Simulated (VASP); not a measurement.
Input:

```xyz
2
Lattice="1.7500 -3.0311 0.0000 1.7500 3.0311 0.0000 0.0000 0.0000 5.5500" Properties=species:S:1:pos:R:3 pbc="T T T"
Lu     1.7500     1.0104     1.3875
Lu     1.7500    -1.0104     4.1625
```

Computed with TPSS meta-GGA, VASP's PBE PAW potentials (set 64) (plane waves; VASP). Settings: 520 eV cut-off, 11×11×6 Γ-centred mesh, first-order Methfessel-Paxton smearing of 0.10 eV, potentials Lu_3.

Energy and stress use the plane-wave basis of the starting cell.

Q: The ions, cell shape and volume are relaxed. Predict the relaxed structure.

A: 
```xyz
2
Lattice="1.7426 -3.0183 0.0000 1.7426 3.0183 0.0000 0.0000 0.0000 5.4425" Properties=species:S:1:pos:R:3 pbc="T T T"
Lu     1.7426     1.0061     1.3606
Lu     1.7426    -1.0061     4.0818
```
Space group P6_3/mmc (194), at a tolerance of 0.03 Å.

Q: How do energy and volume change from the first to the last step?

A: The energy (σ→0) changes by -4.7 meV/atom and the volume by -2.8 %, in 4 ionic steps.

The compound is Lu in the hcp structure. This run relaxes it. Symmetry was kept, so distortions that lower it aren't found.
